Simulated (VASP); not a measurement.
A convergence study with VASP on AgI (zinc blende): one setting is varied, all else stays as given below, so the limit is that of these other settings. Each run relaxes cell and ions from the cell shown.

```xyz
2
Lattice="0.0000 3.2500 3.2500 3.2500 0.0000 3.2500 3.2500 3.2500 0.0000" Properties=species:S:1:pos:R:3 pbc="T T T"
Ag     0.0000     0.0000     0.0000
I      1.6250     1.6250     1.6250
```

Calculation: PBE GGA, VASP's PBE PAW potentials (set 64) (plane waves; VASP). The tightest run used: 550 eV cut-off, 11×11×11 Γ-centred mesh, Gaussian smearing of 0.050 eV, potentials Ag I.

Unless said otherwise, spin-orbit coupling is left out, though it shifts the bands of the heavy elements here. Gaps are read on the run's mesh, which can miss a band edge.

| setting | relaxed volume (Å³/atom) | E (eV/atom) | gap on the mesh (eV) | irreducible k-points |
|---|---|---|---|---|
| 2×2×2 mesh | 39.970 | -2.1414 | 1.284 | 3 |
| 3×3×3 mesh | 37.040 | -2.3548 | 1.332 | 4 |
| 4×4×4 mesh | 36.492 | -2.3878 | 1.342 | 8 |

These are the cheaper rows. Estimate the results at 11×11×11 mesh, and how far the last row shown lies from them.

```json
[
 {"quantity": "relaxed volume (Å³/atom)", "tightest run": "36.319", "last row shown is off by": "0.173"},
 {"quantity": "E (eV/atom)", "tightest run": "-2.3956", "last row shown is off by": "0.0078"},
 {"quantity": "gap on the mesh (eV)", "tightest run": "1.345", "last row shown is off by": "-0.004"}
]
```

Left out are rungs that failed or repeat a setting and relaxations that didn't move; long series are thinned to 24 rows.

The compound is AgI in the zinc blende structure, whereas wurtzite is the usual form.
